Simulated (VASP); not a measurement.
Consider the following.

```
CELL_PARAMETERS angstrom
      3.89379     0.00000     0.00000
      0.00000     3.89379     0.00000
      0.00000     0.00000     4.98954
ATOMIC_POSITIONS crystal
  Sn 0.00000 0.50000 0.23537
  Sn 0.50000 0.00000 0.76463
  O  0.50000 0.50000 0.00000
  O  0.00000 0.00000 0.00000
```

Method: PBE GGA, VASP's PBE PAW potentials (set 64) (plane waves; VASP). Run with 400 eV cut-off, 6×6×5 Γ-centred mesh, Gaussian smearing of 0.020 eV, potentials Sn_d O.

At this cut-off the stress carries a Pulay error, which pulls relaxed volumes low.

Question: Give the force on each atom (eV/Å).

Answer: 
```json
[
 {"atom": "Sn1", "Fx": "0.000", "Fy": "0.000", "Fz": "-0.370"},
 {"atom": "Sn2", "Fx": "0.000", "Fy": "0.000", "Fz": "0.370"},
 {"atom": "O3", "Fx": "0.000", "Fy": "0.000", "Fz": "0.000"},
 {"atom": "O4", "Fx": "0.000", "Fy": "0.000", "Fz": "0.000"}
]
```

Question: Give the stress tensor in GPa (positive for a compressed cell).

Answer: 
```
-4.40   0.00   0.00
 0.00  -4.40   0.00
 0.00   0.00  -4.07
```
The pressure is its mean diagonal, -4.29 GPa.

The structure comes from a computed database's SnO entry; how it stands against other phases isn't given here. The cell was not relaxed at this level.
